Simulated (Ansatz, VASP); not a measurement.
## Two plane-wave programs on Sr3SnTe

```
CELL_PARAMETERS angstrom
6.00765 0.00000 0.00000
0.00000 6.00765 0.00000
0.00000 0.00000 6.00765
ATOMIC_POSITIONS crystal
Sn 0.00000 0.00000 0.00000
Te 0.50000 0.50000 0.50000
Sr 0.50000 0.50000 0.00000
Sr 0.50000 0.00000 0.50000
Sr 0.00000 0.50000 0.50000
```

The cell comes from a database or a generator and needn't be the stable form of this composition.

Alike in both runs: task single point; functional PBEsol; k mesh 4 × 4 × 4; occupations gaussian, width 0.05 eV; no spin polarisation.

```csv
,VASP,Ansatz
version,VASP 6.6.1,Ansatz 0.2.0
potentials or method,"VASP PAW PBE potentials, release 64 (Sn_d, Te, Sr_sv)","scalar-relativistic, plane waves, PAW"
plane-wave cutoff (eV),520,420
valence electrons in the cell,50,60
```

Ansatz gave:

* gap on the k mesh at the Fermi level (eV): none
* pressure (GPa): 0.2

Problem. Estimate VASP's values.

Solution. gap on the k mesh at the Fermi level (eV): none; pressure (GPa): 0.3.

A gap of «none» marks a metal or a gap that the smearing closes. The two sets of potentials don't hold the same shells in valence.

Caveats: the PAW data sets were made with another functional, which shifts forces and pressure a little (VASP). Spin-orbit coupling is left out, which matters for the levels of Te.
